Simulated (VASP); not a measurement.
Computed with PBE GGA, VASP's PBE PAW potentials (set 64) (plane waves; VASP).

A VASP calculation is set up with these files.

File POSCAR:
```
Na
1
   -1.5951234265     1.5951234265     1.5951234265
    1.5951234265    -1.5951234265     1.5951234265
    1.5951234265     1.5951234265    -1.5951234265
Na
1
Direct
  0.0000000000   0.0000000000   0.0000000000
```

**INCAR**
```
ALGO = Normal
EDIFF = 1E-6
EDIFFG = -0.02
ENCUT = 500
GGA = PE
IBRION = 2
ISIF = 3
ISMEAR = 1
LASPH = .True.
LCHARG = .False.
LREAL = .False.
LWAVE = .False.
NELM = 100
NSW = 40
PREC = Accurate
PSTRESS = 450
SIGMA = 0.1
SYSTEM = Na
```

File KPOINTS:
```
K-points
0
Gamma
  16 16 16
```

POTCAR, in this order: Na_pv (PBE.64 set). Program: vasp_std.

Output

### OUTCAR
```
 ion  position               nearest neighbor table
   1  0.000  0.000  0.000-
  LATTYP: Found a body centered cubic cell.
 ALAT       =     3.1902468530
 Subroutine PRICEL returns:
 Original cell was already a primitive cell.
 Subroutine GETGRP returns: Found 48 space group operations
The static configuration has the point symmetry O_h .
The dynamic configuration has the point symmetry O_h .
 Subroutine INISYM returns: Found 48 space group operations
 Subroutine IBZKPT returns following result:
 Found    145 irreducible k-points:

 Following reciprocal coordinates:
            Coordinates               Weight
  0.000000  0.000000  0.000000      1.000000
  0.062500  0.000000  0.000000     12.000000
  0.125000  0.000000  0.000000     12.000000
  0.187500  0.000000  0.000000     12.000000
  0.250000  0.000000  0.000000     12.000000
  0.312500  0.000000  0.000000     12.000000
  0.375000  0.000000  0.000000     12.000000
  0.437500  0.000000  0.000000     12.000000
  0.500000  0.000000  0.000000      6.000000
  0.062500  0.062500  0.000000     24.000000
...
```

**OSZICAR**
```
       N       E                     dE             d eps       ncg     rms          rms(c)
DAV:   1     0.168655464082E+02    0.16866E+02   -0.42809E+03  2037   0.106E+03
DAV:   2    -0.151172946735E+00   -0.17017E+02   -0.16991E+02  2268   0.132E+02
DAV:   3    -0.326233815254E+00   -0.17506E+00   -0.17505E+00  2415   0.187E+01
DAV:   4    -0.327141679101E+00   -0.90786E-03   -0.90786E-03  2534   0.120E+00
DAV:   5    -0.327148562230E+00   -0.68831E-05   -0.68833E-05  2478   0.818E-02    0.521E-01
DAV:   6    -0.321477732291E+00    0.56708E-02   -0.10803E-03  2772   0.535E-01    0.326E-01
DAV:   7    -0.317633915585E+00    0.38438E-02   -0.21422E-03  2877   0.702E-01    0.216E-02
DAV:   8    -0.317641570708E+00   -0.76551E-05   -0.47313E-05  2464   0.154E-01    0.372E-03
DAV:   9    -0.317642237775E+00   -0.66707E-06   -0.42999E-07  1274   0.992E-03
   1 F= 0.42421473E+01 E0= 0.42423049E+01  d E =0.424215E+01
       N       E                     dE             d eps       ncg     rms          rms(c)
DAV:   1    -0.161754392748E+01   -0.12999E+01   -0.56649E+01  2030   0.158E+02    0.106E+01
DAV:   2     0.712516736545E-01    0.16888E+01   -0.27642E+00  2058   0.420E+01    0.515E+00
DAV:   3     0.542198302235E+00    0.47095E+00   -0.66600E-01  2135   0.194E+01    0.910E-01
DAV:   4     0.581337187731E+00    0.39139E-01   -0.11788E-02  2373   0.268E+00    0.568E-02
DAV:   5     0.582254146606E+00    0.91696E-03   -0.29906E-03  2184   0.137E+00    0.150E-02
DAV:   6     0.582255104210E+00    0.95760E-06   -0.21810E-05  2247   0.887E-02    0.590E-03
DAV:   7     0.582258640030E+00    0.35358E-05   -0.11197E-05  2114   0.827E-02    0.328E-04
DAV:   8     0.582258662689E+00    0.22660E-07   -0.76389E-08  1085   0.620E-03
   2 F= 0.42013418E+01 E0= 0.42015041E+01  d E =-.408056E-01
       N       E                     dE             d eps       ncg     rms          rms(c)
DAV:   1    -0.248939316550E+00   -0.83120E+00   -0.13993E+01  2030   0.993E+01    0.422E+00
DAV:   2     0.332210345329E-01    0.28216E+00   -0.31072E-01  2051   0.135E+01    0.216E+00
DAV:   3     0.130095310001E+00    0.96874E-01   -0.17910E-01  2268   0.970E+00    0.176E-01
DAV:   4     0.136418806894E+00    0.63235E-02   -0.11482E-02  2121   0.273E+00    0.387E-02
DAV:   5     0.136448705964E+00    0.29899E-04   -0.31439E-04  2226   0.409E-01    0.802E-03
DAV:   6     0.136463264210E+00    0.14558E-04   -0.19253E-05  2408   0.112E-01    0.136E-03
DAV:   7     0.136463257361E+00   -0.68486E-08   -0.31518E-07  1113   0.127E-02
   3 F= 0.41410720E+01 E0= 0.41412337E+01  d E =-.101075E+00
       N       E                     dE             d eps       ncg     rms          rms(c)
DAV:   1     0.146788901072E+00    0.10326E-01   -0.89125E-03  2030   0.232E+00    0.114E-01
DAV:   2     0.146993716522E+00    0.20482E-03   -0.24844E-04  2051   0.385E-01    0.575E-02
DAV:   3     0.147057380177E+00    0.63664E-04   -0.11458E-04  2205   0.248E-01    0.615E-03
DAV:   4     0.147061070797E+00    0.36906E-05   -0.48224E-06  2100   0.562E-02    0.443E-04
DAV:   5     0.147061094998E+00    0.24201E-07   -0.21024E-08  1043   0.246E-03
   4 F= 0.41410525E+01 E0= 0.41412143E+01  d E =-.101095E+00
```

**OUTCAR**
```
------------------------ aborting loop because EDIFF is reached ----------------------------------------
  FORCE on cell =-STRESS in cart. coord.  units (eV):
  Direction    XX          YY          ZZ          XY          YZ          ZX
  --------------------------------------------------------------------------------------
  Total        4.0057012      4.0057012      4.0057012     -0.0000000     -0.0000000      0.0000000
  in kB      451.3193319    451.3193319    451.3193319     -0.0000000     -0.0000000      0.0000000
  external PRESSURE =       1.3193319 kB  Pullay stress =     450.0000000 kB
  volume of cell :       14.22
      direct lattice vectors                 reciprocal lattice vectors
    -1.526212719  1.526212719  1.526212719     0.000000000  0.327608330  0.327608330
     1.526212719 -1.526212719  1.526212719     0.327608330  0.000000000  0.327608330
     1.526212719  1.526212719 -1.526212719     0.327608330  0.327608330  0.000000000
 POSITION                                       TOTAL-FORCE (eV/Angst)
 -----------------------------------------------------------------------------------
      0.00000      0.00000      3.05243        -0.000000      0.000000     -0.000000
 -----------------------------------------------------------------------------------
    total drift:                               -0.000000     -0.000000      0.000000
  FREE ENERGIE OF THE ION-ELECTRON SYSTEM (eV)
  ---------------------------------------------------
  free  energy   TOTEN  =         0.1470610950 eV

  energy  without entropy=        0.1475463015  energy(sigma->0) =        0.14722283
  enthalpy is  TOTEN    =         4.1410525206 eV   P V=        3.9939914256

 reached required accuracy - stopping structural energy minimisation
```
(Selected blocks of OUTCAR.)

**CONTCAR**
```
Na
   1.00000000000000
    -1.5262127189198076    1.5262127189198076    1.5262127189198076
     1.5262127189198076   -1.5262127189198076    1.5262127189198076
     1.5262127189198076    1.5262127189198076   -1.5262127189198076
  Na
     1
Direct
     1.0000000000000000    1.0000000000000000    0.0000000000000000
```

Energy and stress use the plane-wave basis of the starting cell.

The compound is Na in the bcc structure. This run relaxes it under an external pressure of 45 GPa. Symmetry was kept, so distortions that lower it aren't found.
